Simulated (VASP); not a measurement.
Crystal: GaAs.

```
Ga As
1.0
     0.00000    2.84063    2.84063
     2.84063    0.00000    2.84063
     2.84063    2.84063    0.00000
Ga As
1 1
Direct
  0.00000 0.00000 0.00000
  0.25000 0.25000 0.25000
```

The cell was built by a generator and isn't the measured one.

Program: VASP 6.6.1. Alike in all runs: task single point; spin non-collinear, zero start, SOC; cell as given; k mesh 8 × 8 × 8; cutoff (eV) 520; smearing gaussian 0.02 eV.

Order these runs on this cell by their pressure, lowest first.
A. level r2SCAN; potentials or basis VASP PAW PBE potentials, release 64 (Ga_d, As)
B. level LDA; potentials or basis VASP PAW LDA potentials, release 64 (Ga_d, As)
C. level PBE; potentials or basis VASP PAW PBE potentials, release 64 (Ga_d, As)

B (-2.6 GPa), A (-0.5 GPa), C (2.4 GPa).

Caveats: the PAW data sets were made with another functional, which shifts forces and pressure a little (some runs).
